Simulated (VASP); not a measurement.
Output of a VASP run:

### OSZICAR
```
       N       E                     dE             d eps       ncg     rms          rms(c)
DAV:   1     0.202535549300E+03    0.20254E+03   -0.18063E+04  1056   0.153E+03
DAV:   2    -0.527601402958E+02   -0.25530E+03   -0.25038E+03  1152   0.368E+02
DAV:   3    -0.684196714212E+02   -0.15660E+02   -0.15585E+02  1260   0.886E+01
DAV:   4    -0.686103259481E+02   -0.19065E+00   -0.19052E+00  1212   0.975E+00
DAV:   5    -0.686129909997E+02   -0.26651E-02   -0.26649E-02  1284   0.116E+00    0.112E+01
DAV:   6    -0.615380192945E+02    0.70750E+01   -0.73993E+00  1200   0.384E+01    0.121E+01
DAV:   7    -0.591842599227E+02    0.23538E+01   -0.90241E-01  1098   0.987E+00    0.875E+00
DAV:   8    -0.603867950790E+02   -0.12025E+01   -0.71018E-01  1056   0.894E+00    0.115E+00
DAV:   9    -0.572969955881E+02    0.30898E+01   -0.13600E+00  1092   0.852E+00    0.106E+00
DAV:  10    -0.577653035319E+02   -0.46831E+00   -0.16703E-01  1056   0.320E+00    0.744E-01
DAV:  11    -0.577615662092E+02    0.37373E-02   -0.18795E-03  1314   0.320E-01    0.735E-01
DAV:  12    -0.577540533698E+02    0.75128E-02   -0.93745E-05  1128   0.879E-02    0.757E-01
DAV:  13    -0.580391793609E+02   -0.28513E+00   -0.10657E-01  1128   0.206E+00    0.419E-01
DAV:  14    -0.582514175303E+02   -0.21224E+00   -0.16233E-01  1146   0.280E+00    0.809E-01
DAV:  15    -0.582338518207E+02    0.17566E-01   -0.13330E-02  1188   0.901E-01    0.463E-01
DAV:  16    -0.582278386856E+02    0.60131E-02   -0.74483E-03  1110   0.611E-01    0.959E-02
DAV:  17    -0.582420365541E+02   -0.14198E-01   -0.86490E-03  1080   0.612E-01    0.370E-01
DAV:  18    -0.582452585191E+02   -0.32220E-02   -0.21443E-03  1140   0.372E-01    0.243E-01
DAV:  19    -0.582464788696E+02   -0.12204E-02   -0.76783E-03  1098   0.599E-01    0.141E-01
DAV:  20    -0.582464012330E+02    0.77637E-04   -0.62288E-04  1116   0.256E-01    0.658E-02
DAV:  21    -0.582463991527E+02    0.20803E-05   -0.57807E-05  1092   0.610E-02    0.427E-02
DAV:  22    -0.582464141661E+02   -0.15013E-04   -0.16232E-05  1116   0.324E-02    0.332E-02
DAV:  23    -0.582464231840E+02   -0.90179E-05   -0.41357E-05  1146   0.367E-02    0.226E-02
DAV:  24    -0.582464483368E+02   -0.25153E-04   -0.19807E-05  1068   0.428E-02    0.149E-02
DAV:  25    -0.582464465711E+02    0.17657E-05   -0.43778E-06  1244   0.120E-02    0.849E-03
DAV:  26    -0.582464478030E+02   -0.12319E-05   -0.13012E-06  1068   0.827E-03    0.655E-03
DAV:  27    -0.582464486211E+02   -0.81811E-06   -0.73698E-07  1098   0.802E-03    0.272E-03
DAV:  28    -0.582464487792E+02   -0.15811E-06   -0.30017E-07   900   0.526E-03    0.219E-03
DAV:  29    -0.582464492231E+02   -0.44390E-06   -0.12177E-07   684   0.359E-03    0.116E-03
DAV:  30    -0.582464491150E+02    0.10809E-06   -0.20240E-08   552   0.138E-03    0.126E-03
DAV:  31    -0.582464492053E+02   -0.90215E-07   -0.21574E-08   546   0.111E-03
   1 F= -.58246449E+02 E0= -.58246449E+02  d E =0.000000E+00
       N       E                     dE             ncg
       N       E                     dE             ncg
       N       E                     dE             ncg
```

**OUTCAR**
```
------------------------ aborting loop because EDIFF is reached ----------------------------------------
  FORCE on cell =-STRESS in cart. coord.  units (eV):
  Direction    XX          YY          ZZ          XY          YZ          ZX
  --------------------------------------------------------------------------------------
  Total       -0.0108980     -0.0108980      0.0136505     -0.0000000      0.0000000      0.0000000
  in kB       -0.1731812     -0.1731812      0.2169209     -0.0000000      0.0000000      0.0000000
  external PRESSURE =      -0.0431472 kB  Pullay stress =       0.0000000 kB
  volume of cell :      100.82
      direct lattice vectors                 reciprocal lattice vectors
     2.077046334 -3.597549606  0.000000000     0.240726455 -0.138983490  0.000000000
     2.077046334  3.597549606  0.000000000     0.240726455  0.138983490  0.000000000
     0.000000000  0.000000000  6.746450723     0.000000000  0.000000000  0.148226088
  FREE ENERGIE OF THE ION-ELECTRON SYSTEM (eV)
  ---------------------------------------------------
  free  energy   TOTEN  =       -58.2464492053 eV

  energy  without entropy=      -58.2464492053  energy(sigma->0) =      -58.24644921

 total charge

# of ion       s       p       d       tot
------------------------------------------
    1        0.401   0.311   9.579  10.291
    2        0.401   0.311   9.579  10.291
    3        1.311   2.422   0.000   3.732
    4        1.311   2.422   0.000   3.732
--------------------------------------------------
tot          3.423   5.465  19.159  28.047

 Electric field gradients after diagonalization (V/A^2)
 (convention: |V_zz| > |V_xx| > |V_yy|)
----------------------------------------------------------------------
 ion       V_xx      V_yy      V_zz     asymmetry (V_yy - V_xx)/ V_zz
----------------------------------------------------------------------
   1      -1.857    -1.857     3.714       0.000
   2      -1.857    -1.857     3.714       0.000
   3       0.217     0.216    -0.433       0.002
   4       0.217     0.216    -0.433       0.002
```
(Selected blocks of OUTCAR.)

### POSCAR
```
CdS
1
    2.0770463337    -3.5975496062     0.0000000000
    2.0770463337     3.5975496062     0.0000000000
    0.0000000000     0.0000000000     6.7464507228
Cd S
2 2
Direct
  0.6666670000   0.3333330000   0.4999836713
  0.3333330000   0.6666670000   0.9999836713
  0.6666670000   0.3333330000   0.8770163287
  0.3333330000   0.6666670000   0.3770163287
```

Q: Reconstruct the remaining input files.

A: One answer among several that fit: the input of the run itself, r2SCAN+rVV10, plane waves, VASP's PBE PAW potentials (set 64).

### INCAR
```
! general
SYSTEM   = CdS
PREC     = Accurate
ENCUT    = 520
LREAL    = .False.
LASPH    = .True.

! electronic loop
EDIFF    = 1E-7
NELM     = 100
ALGO     = Normal
LMAXMIX  = 4
LMIXTAU  = .True.

! smearing
ISMEAR   = -5

! functional
METAGGA  = R2SCAN
LUSE_VDW = .True.
BPARAM   = 11.95
CPARAM   = 0.0093

! ions
ISIF     = 2

! output
LWAVE    = .False.
LCHARG   = .False.
LORBIT   = 11
NEDOS    = 601

! other
LEFG     = .True.
```

**KPOINTS_OPT**
```
k-points along high-symmetry lines
6
Line-mode
Reciprocal
  0.000000   0.000000   0.000000 ! GAMMA
  0.000000   0.500000   0.000000 ! M

  0.000000   0.500000   0.000000 ! M
 -0.333333   0.666667   0.000000 ! K

 -0.333333   0.666667   0.000000 ! K
  0.000000   0.000000   0.000000 ! GAMMA

  0.000000   0.000000   0.000000 ! GAMMA
  0.000000   0.000000   0.500000 ! A

  0.000000   0.000000   0.500000 ! A
  0.000000   0.500000   0.500000 ! L

  0.000000   0.500000   0.500000 ! L
 -0.333333   0.666667   0.500000 ! H

 -0.333333   0.666667   0.500000 ! H
  0.000000   0.000000   0.500000 ! A

  0.000000   0.500000   0.500000 ! L
  0.000000   0.500000   0.000000 ! M

 -0.333333   0.666667   0.500000 ! H
 -0.333333   0.666667   0.000000 ! K
```

KPOINTS:
```
kpoints
0
Gamma
7 7 4
```

POTCAR, in this order: Cd S (PBE.64 set). Program: vasp_std.

The compound is CdS in the wurtzite structure. It was relaxed first.
